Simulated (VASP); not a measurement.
Crystal: InP.

```
In P
1.0
     0.00000    2.97933    2.97933
     2.97933    0.00000    2.97933
     2.97933    2.97933    0.00000
In P
1 1
Direct
  0.00000 0.00000 0.00000
  0.25000 0.25000 0.25000
```

The cell was built by a generator and needn't be a form met in nature.

Base run:

```yaml
Program: VASP 6.6.1
Functional: PBE
Potentials_or_basis: VASP PAW PBE potentials, release 64 (In_d, P)
Cutoff: 520 eV
k_mesh: 10 × 10 × 10
Occupations: gaussian, width 0.02 eV
Spin: no spin polarisation
```

Its results: band gap on the k mesh 0.44 eV, direct; pressure 0.0 GPa.

Problem. The run is repeated on the same cell with these changes: functional from PBE to r2SCAN. What comes out?

Solution. Band gap on the k mesh 0.88 eV, direct; pressure -1.7 GPa.

r2SCAN gives the wider gap, since meta-GGAs in the generalised Kohn-Sham scheme recover part of the derivative discontinuity.

Caveats: spin-orbit coupling is left out, which moves the levels of the heavy elements; the PAW data sets were made with another functional, which shifts forces and pressure a little (some runs).
